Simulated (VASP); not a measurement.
Rb, 1 atom in the cell. Symmetry: Im-3m, No. 229, cubic system. The conventional cell has a = 5.384 Å, b = 5.384 Å, c = 5.384 Å, α = 90.00°, β = 90.00°, γ = 90.00°. 

* Program: VASP 6.6.1
* Task: relaxation of cell and atoms
* Functional: LDA
* Potentials or basis: VASP PAW LDA potentials, release 64 (Rb_sv)
* Cutoff: 600 eV
* k mesh: 10 × 10 × 10
* Occupations: methfessel-paxton, width 0.1 eV
* Spin: no spin polarisation
* Further INCAR settings: ALGO = Normal; EDIFF = 1e-07; IBRION = 2; EDIFFG = -0.005; NSW = 90; ISIF = 3

Potentials or basis: VASP PAW LDA potentials, release 64 (Rb_sv).

The run is started by

```console
$ cat potpaw_LDA.64/Rb_sv/POTCAR > POTCAR
$ mpirun -np 1 vasp_std > vasp.out
```

Hardware: 1 thread of Intel(R) Xeon(R) Platinum 8488C (Sapphire Rapids), with other jobs on the host.

Q: How long does it take, and how much memory?

A: It took 20 s on 1 thread of Intel(R) Xeon(R) Platinum 8488C (Sapphire Rapids), with other jobs on the host, peak memory 0.2 GiB. Counts: scf iterations 11, k points 47, ion steps 1.
